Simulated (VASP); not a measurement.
An input for Ansatz (written as the equivalent of a VASP run, and not itself run):

Ansatz 0.2 input:
```yaml
crystal:
  lattice:
    - [3.5070502, 0.0000000, 0.0000000]
    - [0.0000000, 3.5070502, 0.0000000]
    - [0.0000000, 0.0000000, 3.5070502]
  atoms:
    - { symbol: In, position: [0.0000000, 0.0000000, 0.0000000] }
    - { symbol: As, position: [0.5000000, 0.5000000, 0.5000000] }
kpoints:
  mp_grid: { grid: [12, 12, 12] }
hamiltonian:
  xc: pbesol
  pseudopotentials: { kind: paw }
scf:
  occupations: { method: tetrahedron }
  max_iter: 100
output: { forces: true, stress: true, eigenvalues: true }
```

**Question.** Translate this input to VASP (INCAR, KPOINTS, POSCAR, choice of POTCAR).

**Answer.** This is not unique; one that fits is 
### INCAR
```
ALGO  =  Normal
EDIFF  =  1E-7
ENCUT  =  400
GGA  =  PS
ISIF  =  2
ISMEAR  =  -5
LASPH  =  .TRUE.
LCHARG  =  .TRUE.
LMAXMIX  =  4
LORBIT  =  11
LREAL  =  .FALSE.
LWAVE  =  .FALSE.
NEDOS  =  601
NELM  =  100
PREC  =  Accurate
SYSTEM  =  InAs
```

**KPOINTS**
```
Automatic mesh
0
G
 12 12 12
0 0 0
```

### POSCAR
```
InAs
3.507050
  1.0000000558   0.0000000000   0.0000000000
  0.0000000000   1.0000000558   0.0000000000
  0.0000000000   0.0000000000   1.0000000558
In As
1 1
direct
  0.0000000000   0.0000000000   0.0000000000
  0.5000000000   0.5000000000   0.5000000000
```

POTCAR, in this order: In_d As (PBE.64 set). Program: vasp_std.

Limits of the translation: each code has its own PAW files, so the cut-off isn't converted (ENCUT is set for VASP's; basis.ecutwfc is left out, and Ansatz then takes the one that its files recommend); Ansatz stops its SCF on the density residual and VASP on the energy change (EDIFF).

The structure was generated: InAs was put into the CsCl type type (Pm-3m), which need not be its known phase. It was relaxed first, which changed the volume by +10 %.
